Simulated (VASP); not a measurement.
# FSiH3 in VASP: a series of runs, part 2 of 2

VASP 6.6.1. Earlier steps stand in the parts before.

### 4 Single point, PBE+D4

Contents of INCAR:

```
PREC     = Accurate       # precision mode
ENCUT    = 400            # plane-wave cutoff, eV
EDIFF    = 1E-6           # SCF threshold, eV
ISMEAR   = 0              # smearing method
SIGMA    = 0.01           # smearing width, eV
LREAL    = False          # projectors in reciprocal space
LASPH    = True           # aspherical terms in the spheres
NELM     = 60             # most SCF steps
ALGO     = Fast           # electronic algorithm
ISIF     = 2              # what is computed and relaxed
LWAVE    = False          # write WAVECAR
LCHARG   = False          # write CHGCAR
GGA      = PE             # functional
IVDW     = 13             # dispersion correction
```

Contents of KPOINTS:

```
Automatic mesh
0
Gamma
  1 1 1
```

Contents of POSCAR:

```
SiH3F
1.0
   12.0000000000      0.0000000000      0.0000000000
    0.0000000000     12.0000000000      0.0000000000
    0.0000000000      0.0000000000     12.0000000000
F Si H
1 1 3
Cartesian
    4.9354500000      6.1960500000      7.1848500000
    6.2533500000      6.0139500000      6.2961500400
    5.8422500400      5.8406499600      4.8831500400
    6.9786500400      4.8153500400      6.7784499600
    7.0905500400      7.2266499600      6.4502499600
```

Potentials or basis: VASP PAW PBE potentials, release 64 (F_s, Si, H_s).

Command:

```sh
> cat potpaw_PBE.64/F_s/POTCAR potpaw_PBE.64/Si/POTCAR potpaw_PBE.64/H_s/POTCAR > POTCAR
> mpirun -np 1 vasp_gam > vasp.out
```

OUTCAR:

```text
PREC = Accurate
   ENCUT = 400
   EDIFF = 1E-6
   ISMEAR = 0
   LREAL = False
   LASPH = True
   NELM = 60
   ISIF = 2
   GGA = PE
   IVDW = 13

 ion  position               nearest neighbor table
   1  0.411  0.516  0.599-   2 1.60
   2  0.521  0.501  0.525-   5 1.48   4 1.48   3 1.48   1 1.60
   3  0.487  0.487  0.407-   2 1.48
   4  0.582  0.401  0.565-   2 1.48
   5  0.591  0.602  0.538-   2 1.48

  LATTYP: Found a simple cubic cell.
 ALAT       =    12.0000000000

  Lattice vectors:

 A1 = (  12.0000000000,   0.0000000000,   0.0000000000)
 A2 = (   0.0000000000,  12.0000000000,   0.0000000000)
 A3 = (   0.0000000000,   0.0000000000,  12.0000000000)

Analysis of symmetry for initial positions (statically):
=====================================================================
 Subroutine PRICEL returns:
 Original cell was already a primitive cell.

 Routine SETGRP: Setting up the symmetry group for a
 simple cubic supercell.

 Subroutine GETGRP returns: Found  1 space group operations
 (whereof  1 operations were pure point group operations)
 out of a pool of 48 trial point group operations.

The static configuration has the point symmetry C_1 .

Analysis of symmetry for dynamics (positions and initial velocities):
=====================================================================
 Subroutine PRICEL returns:
 Original cell was already a primitive cell.

 Routine SETGRP: Setting up the symmetry group for a
 simple cubic supercell.

 Subroutine GETGRP returns: Found  1 space group operations
 (whereof  1 operations were pure point group operations)
 out of a pool of 48 trial point group operations.

The dynamic configuration has the point symmetry C_1 .

 Subroutine INISYM returns: Found  1 space group operations
[... 100 lines left out ...]
  volume/ion in A,a.u.               =     345.60      2332.22
  Fermi-wavevector in a.u.,A,eV,Ry     =   0.328803  0.621348  1.470948  0.108112
  Thomas-Fermi vector in A             =   1.222706
   LORBIT       =      0    0 simple, 1 ext, 2 COOP (PROOUT), +10 PAW based schemes
   GGA     = PE    functional components
   LHFCALC =     F    Hartree Fock is set to
   AEXX    =    0.0000 exact exchange contribution
   IVDW    =    13    specifies the selected vdW correction
   LEPSILON=     F    determine dielectric tensor
   LRPA    =     F    only Hartree local field effects (RPA)
 non-spin polarized calculation
 RMM-DIIS sequential band-by-band and
 Gauss-broadening in eV      SIGMA  =   0.01
  energy-cutoff  :      400.00
  volume of cell :     1728.00
 maximum number of plane-waves:     15720
 NGX is ok and might be reduce to    80
   NGX = 39   NGY = 39   NGZ = 39

 number of electron      14.0000002 magnetization

 Free energy of the ion-electron system (eV)
  ---------------------------------------------------
  ext. energy  EPLUGINS =         0.00000000
  ---------------------------------------------------
  free energy    TOTEN  =       -20.96226460 eV

  energy without entropy =      -20.96226460  energy(sigma->0) =      -20.96226460

 E-fermi :  -8.0750     XC(G=0):  -0.5862

 val. band max:       -8.1610886029   @ k =   0.0000   0.0000   0.0000
 cond. band min:      -1.0668573817   @ k =   0.0000   0.0000   0.0000
 fundamental gap:      7.0942312212
 Fermi energy:        -8.0750270164

 k-point     1 :       0.0000    0.0000    0.0000
  band No.  band energies     occupation
      1     -29.6110      2.00000
      2     -13.6836      2.00000
      3     -10.8477      2.00000
      4     -10.5216      2.00000
      5     -10.5216      2.00000
      6      -8.1614      2.00000
      7      -8.1611      2.00000
      8      -1.0669      0.00000
      9      -0.3393      0.00000
     10       0.3503      0.00000
     11       0.4147      0.00000

------------------------ aborting loop because EDIFF is reached ----------------------------------------

  DFT-D4 for vdW energy calculation

  Edisp (eV):   -0.04728

  FORCE on cell =-STRESS in cart. coord.  units (eV):
  Direction    XX          YY          ZZ          XY          YZ          ZX
  --------------------------------------------------------------------------------------
  -------------------------------------------------------------------------------------
  Total       1.10338     0.21744     0.60853    -0.12576     0.08419    -0.61357
  in kB       1.02304     0.20161     0.56422    -0.11660     0.07806    -0.56889
  external pressure =        0.60 kB  Pullay stress =        0.00 kB

 VOLUME and BASIS-vectors are now :
 -----------------------------------------------------------------------------
  energy-cutoff  :      400.00
  volume of cell :     1728.00
      direct lattice vectors                 reciprocal lattice vectors
    12.000000000  0.000000000  0.000000000     0.083333333  0.000000000  0.000000000
     0.000000000 12.000000000  0.000000000     0.000000000  0.083333333  0.000000000
     0.000000000  0.000000000 12.000000000     0.000000000  0.000000000  0.083333333

 POSITION                                       TOTAL-FORCE (eV/Angst)
 -----------------------------------------------------------------------------------
      4.93545      6.19605      7.18485        -0.808375      0.110521      0.542445
      6.25335      6.01395      6.29615         0.702973     -0.097226     -0.474898
      5.84225      5.84065      4.88315        -0.038541     -0.015410     -0.129099
      6.97865      4.81535      6.77845         0.066774     -0.111257      0.046101
      7.09055      7.22665      6.45025         0.077169      0.113372      0.015451
 -----------------------------------------------------------------------------------
    total drift:                               -0.002090     -0.001316     -0.001887

  FREE ENERGIE OF THE ION-ELECTRON SYSTEM (eV)
  ---------------------------------------------------
  free  energy   TOTEN  =       -21.0095475601 eV

  energy  without entropy=      -21.0095475601  energy(sigma->0) =      -21.00954756
```

OSZICAR:

```text
N       E                     dE             d eps       ncg     rms          rms(c)
DAV:   1     0.159642311302E+03    0.15964E+03   -0.28147E+03    22   0.583E+02
DAV:   2     0.612382589270E+01   -0.15352E+03   -0.15153E+03    41   0.127E+02
DAV:   3    -0.218602547109E+02   -0.27984E+02   -0.27950E+02    28   0.106E+02
[... 18 lines left out ...]
RMM:  22    -0.209622563400E+02   -0.12855E-04   -0.40101E-06    29   0.141E-02    0.250E-03
RMM:  23    -0.209622615654E+02   -0.52255E-05   -0.38011E-06    27   0.992E-03    0.593E-03
RMM:  24    -0.209622627737E+02   -0.12083E-05   -0.65658E-07    23   0.555E-03    0.295E-03
RMM:  25    -0.209622644202E+02   -0.16464E-05   -0.15240E-06    23   0.824E-03    0.213E-03
RMM:  26    -0.209622646032E+02   -0.18304E-06   -0.15079E-07    23   0.481E-03
   1 F= -.21009548E+02 E0= -.21009548E+02  d E =-.605549E-34
```

stdout:

```text
POSCAR found type information on POSCAR F SiH
 POSCAR found :  3 types and       5 ions
 scaLAPACK will be used
 LDA part: xc-table for (Slater+PW92), standard interpolation
 POSCAR, INCAR and KPOINTS ok, starting setup
 FFT: planning ... GRIDC
 FFT: planning ... GRID_SOFT
 FFT: planning ... GRID
 WAVECAR not read
 entering main loop
```

Run time: 83 s. Hardware: 1 thread of Intel Xeon 6975P-C (Granite Rapids), shared host; peak memory 0.98 GiB.

Results:

| Property | Result |
| --- | --- |
| Free energy | -21.0095 eV |
| Largest force | 0.980 eV/Å |
| Gap between the frontier levels | 7.09 eV |
| Dispersion energy per atom | -0.009 eV |

Forces in eV/Å, atoms in the order of the input:
```
F   -0.808  0.111  0.542
Si   0.703 -0.097 -0.475
H   -0.039 -0.015 -0.129
H    0.067 -0.111  0.046
H    0.077  0.113  0.015
```

Levels at points of the mesh, in eV from the valence-band top:
```tsv
k point	band 4	band 5	band 6	band 7	band 8	band 9	band 10	band 11
(0.00, 0.00, 0.00)	-2.36	-2.36	0.00	0.00	7.09	7.82	8.51	8.58
```

Expect the measured gap to be larger: semilocal functionals such as PBE lack the derivative discontinuity.

### 5 Relaxation of the atoms, BLYP

Contents of INCAR:

```
SYSTEM = SiH3F
PREC = Accurate
ENCUT = 900
EDIFF = 1E-6
ISMEAR = 0
SIGMA = 0.01
LREAL = .False.
LASPH = .True.
NELM = 100
ALGO = Normal
ISIF = 2
LWAVE = .False.
LCHARG = .False.
GGA = B5
ALDAX = 1.0
AGGAX = 1.0
AGGAC = 1.0
ALDAC = 0.0
IBRION = 2
NSW = 40
EDIFFG = -0.01
```

Contents of KPOINTS:

```
Automatic mesh
0
Gamma
  1 1 1
  0 0 0
```

Contents of POSCAR:

```
SiH3F
1.0
   12.0000000000      0.0000000000      0.0000000000
    0.0000000000     12.0000000000      0.0000000000
    0.0000000000      0.0000000000     12.0000000000
F Si H
1 1 3
Direct
    0.4112875000      0.5163375000      0.5987375000
    0.5211125000      0.5011625000      0.5246791700
    0.4868541700      0.4867208300      0.4069291700
    0.5815541700      0.4012791700      0.5648708300
    0.5908791700      0.6022208300      0.5375208300
```

Potentials or basis: VASP PAW PBE potentials, release 64 (F_h, Si, H_h).

Command:

```sh
> cat potpaw_PBE.64/F_h/POTCAR potpaw_PBE.64/Si/POTCAR potpaw_PBE.64/H_h/POTCAR > POTCAR
> mpirun -np 1 vasp_gam > vasp.out
```

OUTCAR:

```text
SYSTEM = SiH3F
   PREC = Accurate
   ENCUT = 900
   EDIFF = 1E-6
   ISMEAR = 0
   LREAL = .False.
   LASPH = .True.
   NELM = 100
   ISIF = 2
   GGA = B5
   IBRION = 2
   NSW = 40
   EDIFFG = -0.01

 ion  position               nearest neighbor table
   1  0.411  0.516  0.599-   2 1.60
   2  0.521  0.501  0.525-   5 1.48   4 1.48   3 1.48   1 1.60
   3  0.487  0.487  0.407-   2 1.48
   4  0.582  0.401  0.565-   2 1.48
   5  0.591  0.602  0.538-   2 1.48

  LATTYP: Found a simple cubic cell.
 ALAT       =    12.0000000000

  Lattice vectors:

 A1 = (  12.0000000000,   0.0000000000,   0.0000000000)
 A2 = (   0.0000000000,  12.0000000000,   0.0000000000)
 A3 = (   0.0000000000,   0.0000000000,  12.0000000000)

[... 167 lines left out ...]
  Total        0.7220818     -0.0813128      0.2730406     -0.1141658      0.0765058     -0.5562881
  in kB        0.6695041     -0.0753921      0.2531594     -0.1058530      0.0709351     -0.5157825
  external PRESSURE =       0.2824238 kB  Pullay stress =       0.0000000 kB
[... 221 lines left out ...]
--------------------------------------- Ionic step        7  -------------------------------------------

 number of electron      14.0000002 magnetization

 Free energy of the ion-electron system (eV)
  ---------------------------------------------------
  ext. energy  EPLUGINS =         0.00000000
  ---------------------------------------------------
  free energy    TOTEN  =       -20.83415596 eV

  energy without entropy =      -20.83415596  energy(sigma->0) =      -20.83415596

 E-fermi :  -8.0550     XC(G=0):  -0.5158

 val. band max:       -8.1093463755   @ k =   0.0000   0.0000   0.0000
 cond. band min:      -0.9734927513   @ k =   0.0000   0.0000   0.0000
 fundamental gap:      7.1358536241
 Fermi energy:        -8.0549706330

 k-point     1 :       0.0000    0.0000    0.0000
  band No.  band energies     occupation
      1     -29.1160      2.00000
      2     -13.5354      2.00000
      3     -10.6926      2.00000
      4     -10.2785      2.00000
      5     -10.2784      2.00000
      6      -8.1096      2.00000
      7      -8.1093      2.00000
      8      -0.9735      0.00000
      9      -0.2762      0.00000
     10       0.4468      0.00000
     11       0.5127      0.00000
[... 30 lines left out ...]
  FREE ENERGIE OF THE ION-ELECTRON SYSTEM (eV)
  ---------------------------------------------------
  free  energy   TOTEN  =       -20.8341559641 eV

  energy  without entropy=      -20.8341559641  energy(sigma->0) =      -20.83415596

 reached required accuracy - stopping structural energy minimisation
```

OSZICAR:

```text
N       E                     dE             d eps       ncg     rms          rms(c)
DAV:   1     0.178235739801E+03    0.17824E+03   -0.42414E+03    22   0.112E+03
DAV:   2     0.698746325878E+02   -0.10836E+03   -0.10467E+03    36   0.117E+02
DAV:   3    -0.214985336093E+01   -0.72024E+02   -0.71241E+02    36   0.126E+02
DAV:   4    -0.222342201151E+02   -0.20084E+02   -0.20061E+02    36   0.842E+01
[... 77 lines left out ...]
   6 F= -.20834138E+02 E0= -.20834138E+02  d E =-.724633E-03
       N       E                     dE             d eps       ncg     rms          rms(c)
DAV:   1    -0.208341526480E+02   -0.14548E-04   -0.51932E-03    22   0.918E-01    0.117E-02
DAV:   2    -0.208341564873E+02   -0.38393E-05   -0.60352E-05    22   0.934E-02    0.568E-03
DAV:   3    -0.208341559641E+02    0.52318E-06   -0.78078E-06    22   0.461E-02
   7 F= -.20834156E+02 E0= -.20834156E+02  d E =-.180691E-04
```

CONTCAR:

```text
SiH3F
   1.00000000000000
    12.0000000000000000    0.0000000000000000    0.0000000000000000
     0.0000000000000000   12.0000000000000000    0.0000000000000000
     0.0000000000000000    0.0000000000000000   12.0000000000000000
  F               Si              H
     1     1     3
Direct
     0.4101268043643960    0.5165016677819915    0.5995257412305119
     0.5217145283479884    0.5010781794473408    0.5242720326244689
     0.4868657763566807    0.4866685502309815    0.4065500528054811
     0.5818152977150481    0.4009987207345602    0.5649066951892723
     0.5911651032158870    0.6024737118051298    0.5374829781502564

  0.00000000E+00  0.00000000E+00  0.00000000E+00
  0.00000000E+00  0.00000000E+00  0.00000000E+00
  0.00000000E+00  0.00000000E+00  0.00000000E+00
  0.00000000E+00  0.00000000E+00  0.00000000E+00
  0.00000000E+00  0.00000000E+00  0.00000000E+00
```

Run time: 31 min. Hardware: 1 thread of Intel Xeon 6975P-C (Granite Rapids), shared host; peak memory 2.4 GiB.

What came out:

| Quantity | Value |
| --- | --- |
| Free energy | -20.8342 eV |
| Energy gained by relaxing | 2.0 meV/atom |
| Ionic steps | 7 |
| Largest force after relaxing | 0.009 eV/Å |
| Gap between the frontier levels | 7.14 eV |

Forces on the atoms (eV/Å):
```
F   -0.003  0.001  0.003
Si  -0.008  0.001  0.005
H    0.007  0.000  0.002
H    0.002  0.003 -0.005
H    0.002 -0.005 -0.004
```

The path:
| step | energy change (eV) | largest force (eV/Å) | pressure (GPa) |
| --- | --- | --- | --- |
| 1 | 0.0000 | 0.7867 | 0.03 |
| 2 | 0.0231 | 1.4176 | -0.05 |
| 3 | -0.0091 | 0.0832 | 0.00 |
| 4 | -0.0099 | 0.0175 | -0.01 |
| 5 | -0.0099 | 0.0114 | -0.02 |
| 6 | -0.0099 | 0.0112 | -0.02 |
| 7 | -0.0099 | 0.0094 | -0.02 |

Final structure:
```
CELL_PARAMETERS angstrom
12.00000 0.00000 0.00000
0.00000 12.00000 0.00000
0.00000 0.00000 12.00000
ATOMIC_POSITIONS crystal
F 0.41013 0.51650 0.59953
Si 0.52171 0.50108 0.52427
H 0.48687 0.48667 0.40655
H 0.58182 0.40100 0.56491
H 0.59117 0.60247 0.53748
```

Caveat: the cutoff is under 1.25 times the usual one of these potentials, so pressure, stress and relaxed cells hold a basis-set (Pulay) error; the PAW data sets were made with another functional, which shifts forces and pressure a little.

### 6 The reference run

An earlier run on the cell as given: functional PBE; potentials or basis VASP PAW PBE potentials, release 64 (F, Si, H); cutoff 520 eV; k mesh 1 × 1 × 1; occupations gaussian, width 0.01 eV; no spin polarisation.

- Largest force: 0.728 eV/Å
- Gap between the frontier levels: 7.10 eV

### 7 The runs side by side

| task | level | potentials or basis | cell | cutoff (eV) | gap on the mesh (eV) | largest force (eV/Å) |
| --- | --- | --- | --- | --- | --- | --- |
| electron localisation function | PBE | VASP PAW PBE potentials, release 64 (F, Si, H) | as given | 520 | 7.10 | 0.73 |
| relaxation of the atoms | revPBE+D3(BJ) | VASP PAW PBE potentials, release 64 (F_s, Si, H_s) | atoms relaxed | 400 | 7.09 | - |
| single point | PBE+D4 | VASP PAW PBE potentials, release 64 (F_s, Si, H_s) | as given | 400 | 7.09 | 0.98 |
| relaxation of the atoms | BLYP | VASP PAW PBE potentials, release 64 (F_h, Si, H_h) | atoms relaxed | 900 | 7.14 | 0.01 |
| single point | PBE | VASP PAW PBE potentials, release 64 (F, Si, H) | as given | 520 | 7.10 | 0.73 |

Alike in all rows: no spin polarisation; k mesh 1 × 1 × 1; smearing gaussian 0.01 eV.

Caveats: the PAW data sets were made with another functional, which shifts forces and pressure a little (some runs); the cutoff is under 1.25 times the usual one of these potentials, so pressure, stress and relaxed cells hold a basis-set (Pulay) error (some runs).

Total energies depend on the potentials used, so only differences within one code and one set of settings carry meaning.
